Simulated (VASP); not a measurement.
Sn: energy against volume

Sn (diamond, Fd-3m, 35.363 Å³/atom and stress up to 0.03 GPa in the relaxed cell, cube axes along x, y and z) under an equal strain ε along all three axes. r2SCAN in VASP (plane waves, PAW), 480 eV, 8×8×8 Γ-centred mesh, Methfessel-Paxton smearing 0.10 eV; ions are relaxed, or left where forces stay under 0.02 eV/Å, within the symmetry of each cell.

Here V stands for volume and E for E less E0.

| volume (Å³/atom) | E less E0 (meV/atom) | pressure (GPa) |
|---|---|---|
| 33.2831 | 19.50 | 3.08 |
| 33.7952 | 10.90 | 2.22 |
| 34.3124 | 4.89 | 1.43 |
| 34.8350 | 1.31 | 0.70 |
| 35.3627 | 0.00 | 0.03 |
| 35.8958 | 0.82 | -0.61 |
| 36.4343 | 3.66 | -1.18 |
| 36.9781 | 8.38 | -1.71 |
| 37.5272 | 14.90 | -2.20 |
| 38.6418 | ? | ? |

Question: Using the third-order Birch-Murnaghan form, a cubic in V^(-2/3), estimate the missing E at V = 38.6418 from the other rows, showing the fit.

Answer: With u = V^(-2/3) - 0.0929, the rows have u = 0.0037461, 0.0027673, 0.0018035, 0.0008539, -0.0000811, -0.0010024, -0.0019101, -0.0028044, -0.0036854. Least squares gives E = 0.020 + 438.7·u + 1242192·u² + 7605965·u³. Residuals (row less fit): 0.005, -0.008, -0.006, 0.005, 0.007, -0.001, -0.001, -0.011, 0.006; standard error 0.009 (degrees of freedom: 5). Its minimum lies at u = -0.0001769, so V0 = (0.0927231)^(-3/2) = 35.42. There d²E/du² = 2476000 and d³E/du³ = 4.564e7, so B0 = (4/9) × 35.42^(-7/3) × 2476000 × 0.160218 = 42.8 GPa (the last factor turns the table's units into GPa), and B0' = 4 + (2/3) × 0.0927231 × (4.564e7)/2476000 = 5.1. B0' rests on the cubic coefficient alone and has a standard error of 0.1 from these residuals. At the withheld row, u = -0.0054093, so E = 0.020 + 438.7 × (-0.0054093) + 1242192 × (-0.0054093)² + 7605965 × (-0.0054093)³ = 32.790 meV/atom. The calculation gives 32.94 meV/atom, 0.150 meV/atom above the prediction (0.5 % of the range of E in the table). The row lies outside the fitted rows, so this is an extrapolation. From the scatter of the fitted rows alone, a prediction at this place has a standard error of 0.035 meV/atom, so the miss is 4.3 times that.

This level leaves no gap over 0.05 eV at strain -2.00, -1.50, -1.00, -0.50, 0.00, 0.50, 1.00, 1.50, 2.00, 3.00 %. Other structures, which can take over under pressure, weren't tried. The same form fitted to the pressure column gives B0' = 4.9; series where the two differ by over 0.4 aren't shown. Sn is here grey tin, stable below 13 °C. Rows are the converged runs of the series near zero and its far end, less any whose ions stayed unrelaxed beside relaxed ones; series whose fitted rows scatter by over a few per cent of the range, as at a crossing or softening among them, aren't shown in this form.
